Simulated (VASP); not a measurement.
Input:

```
CELL_PARAMETERS angstrom
      1.34984    -2.33799     0.00000
      1.34984     2.33799     0.00000
      0.00000     0.00000     4.27348
ATOMIC_POSITIONS crystal
  Ti 0.33333 0.66667 0.25000
  Ti 0.66667 0.33333 0.75000
```

Level of theory: r2SCAN meta-GGA, VASP's PBE PAW potentials (set 64) (plane waves; VASP). Settings: 500 eV cut-off, 15×15×9 Γ-centred mesh, first-order Methfessel-Paxton smearing of 0.10 eV, potentials Ti_sv.

### Question
Predict the energy per atom (σ→0), pressure, band gap (on the k-mesh) with the smallest direct gap where there is one.

### Answer

```yaml
band gap (on the k-mesh): none (metal, semimetal or under 0.01 eV)
energy per atom (σ→0): -12.496 eV/atom
pressure: 44.90 GPa
```

Only differences to runs with the same potentials and settings are physical.

The compound is Ti in the hcp structure. It was relaxed first under an external pressure of 45 GPa.
